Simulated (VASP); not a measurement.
Here is the system:

```
CELL_PARAMETERS angstrom
     -1.48709     1.48709     1.48709
      1.48709    -1.48709     1.48709
      1.48709     1.48709    -1.48709
ATOMIC_POSITIONS crystal
  V  0.00000 0.00000 0.00000
```

Level of theory: rev-vdW-DF2, VASP's PBE PAW potentials (set 64) (plane waves; VASP). Numerical set-up: 520 eV cut-off, 17×17×17 Γ-centred mesh, first-order Methfessel-Paxton smearing of 0.10 eV, potentials V_sv.

Question: Give the energy at these volumes per atom, relative to the lowest: 12.35, 12.74, 13.13, 13.53, 13.92 Å³.

Answer: 32.3, 8.0, 0.0, 5.9, 23.7 meV/atom. A third-order Birch-Murnaghan fit gives B0 = 187 GPa and B0′ = 4.1.

Measured: bulk modulus 161 GPa at 0 K (computed value off by +16.3 %), as given by H. Levämäki et al., Physical Review B (2014), arXiv:1402.3671 [corrected for temperature and zero-point phonon effects]; a 3.021 Å at 0 K (computed value off by -1.6 %), as given by Daniel Mejia-Rodriguez et al., Physical Review B (2018), arXiv:1807.09216 [static lattice: zero-point anharmonic expansion removed].

The compound is V in the bcc structure. It was relaxed first, which changed the volume by -5 %. The run is not spin-polarised, so no magnetic state was tried.
